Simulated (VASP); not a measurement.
Computed with PBE GGA, VASP's PBE PAW potentials (set 64) (plane waves; VASP).

Gaps are without spin-orbit coupling.

**Question.** Order these relaxed crystals by band gap, smallest first: BaHfO3, Pm-3m (221); TlCl, Pm-3m (221); Bi2Te3, R-3m (166); GaP, F-43m (216).

**Answer.** Bi2Te3, R-3m (166) (0.49 eV), GaP, F-43m (216) (1.59 eV), TlCl, Pm-3m (221) (2.19 eV), BaHfO3, Pm-3m (221) (3.54 eV)
